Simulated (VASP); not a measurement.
Given:

```
NaI
1.0
    0.00000     3.31686     3.31686
    3.31686     0.00000     3.31686
    3.31686     3.31686     0.00000
Na I
1 1
Direct
  0.00000   0.00000   0.00000
  0.50000   0.50000   0.50000
```

The numbers are results of AM05 GGA, VASP's PBE PAW potentials (set 64) (plane waves; VASP), not measurements. Numerical set-up: 520 eV cut-off, 7×7×7 Γ-centred mesh, Gaussian smearing of 0.050 eV, potentials Na_pv I.

Unless said otherwise, spin-orbit coupling is left out, though it shifts the bands of the heavy elements here.

What does the run give for the energy per atom (σ→0), band gap (on the k-mesh) with the smallest direct gap where there is one?

| Quantity | Value |
|---|---|
| band gap (on the k-mesh) | 3.50 eV |
| smallest direct gap (on the k-mesh) | 3.50 eV |
| energy per atom (σ→0) | -2.655 eV/atom |

The compound is NaI in the rock salt structure. This cell is one point of a volume scan, at 1.06 of the reference volume.
